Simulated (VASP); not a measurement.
Sn2GeO2, 5 atoms in the cell. Symmetry: P-3m1, No. 164, trigonal system. Conventional cell: a = 3.088 Å, b = 3.088 Å, c = 11.595 Å, α = 90.00°, β = 90.00°, γ = 120.00°. Sn (site symmetry 3m) is surrounded by 9 Sn at 3.09 to 3.37 Å. Ge (site symmetry -3m) has 6 O at 2.01 Å as nearest neighbours. Around O (site symmetry 3m) lie 3 Ge at 2.01 Å. The cell was built by a generator and needn't be a form met in nature.

* Program: VASP 6.6.1
* Task: density of states
* Functional: PBE
* Potentials or basis: VASP PAW PBE potentials, release 64 (Sn_d, Ge_d, O)
* Cutoff: 520 eV
* k mesh: 12 × 12 × 4
* Occupations: gaussian, width 0.1 eV
* Spin: no spin polarisation
* k mesh for the DOS: 18 × 18 × 6
* Occupations for the DOS: tetrahedron
* Further INCAR settings: ALGO = Normal; EDIFF = 1e-06; NBANDS = 35

Potentials or basis: VASP PAW PBE potentials, release 64 (Sn_d, Ge_d, O).

Run with:

```sh
$ cat potpaw_PBE.64/Sn_d/POTCAR potpaw_PBE.64/Ge_d/POTCAR potpaw_PBE.64/O/POTCAR > POTCAR
$ cp INCAR.step1 INCAR
$ cp KPOINTS.step1 KPOINTS
$ mpirun -np 4 vasp_std > vasp.out
$ cp INCAR.step2 INCAR
$ cp KPOINTS.step2 KPOINTS
$ mpirun -np 4 vasp_std > vasp.out
```

Hardware: 4 MPI ranks on AMD EPYC 9R45 (Zen 5), on a shared host.

Task: How long does it take, and how much memory?

Result: It took 110 s on 4 MPI ranks on AMD EPYC 9R45 (Zen 5) (shared host), peak memory 0.62 GiB a rank. Counts: scf iterations 9, k points 202.
